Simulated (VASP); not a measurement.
```
La
1.0
    1.86187    -3.22486     0.00000
    1.86187     3.22486     0.00000
    0.00000     0.00000    11.89488
La
4
Direct
  0.00000   0.00000   0.50000
  0.00000   0.00000   0.00000
  0.33333   0.66667   0.25000
  0.66667   0.33333   0.75000
```

Computed with MS2 meta-GGA, VASP's PBE PAW potentials (set 64) (plane waves; VASP 6.6.1). Settings: 520 eV cut-off, 11×11×3 Γ-centred mesh, tetrahedra with Blöchl corrections, potentials La.

### Question
Give the energies of bands 17 to 25 at the high-symmetry points, in eV from the Fermi level.

### Answer

| band | Γ | M | K | A | L | H |
|---|---|---|---|---|---|---|
| 17 | -3.19 | -2.08 | -1.04 | -2.71 | -1.80 | -1.23 |
| 18 | -1.86 | -1.97 | -1.04 | -2.71 | -1.80 | -1.23 |
| 19 | -1.85 | -1.70 | -0.71 | -1.75 | -1.46 | -0.40 |
| 20 | -1.84 | -1.16 | -0.57 | -1.75 | -1.46 | -0.40 |
| 21 | 0.55 | -0.76 | -0.57 | 0.87 | -1.20 | -0.09 |
| 22 | 0.68 | -0.32 | -0.01 | 0.87 | -1.20 | -0.09 |
| 23 | 1.22 | -0.25 | 0.12 | 1.31 | 0.69 | -0.05 |
| 24 | 1.22 | 0.47 | 0.12 | 1.31 | 0.69 | -0.05 |
| 25 | 1.29 | 1.06 | 0.96 | 1.32 | 1.46 | 0.94 |

It has no gap at this level: it comes out as a metal or semimetal.

The compound is La in the dhcp structure. It was relaxed first.
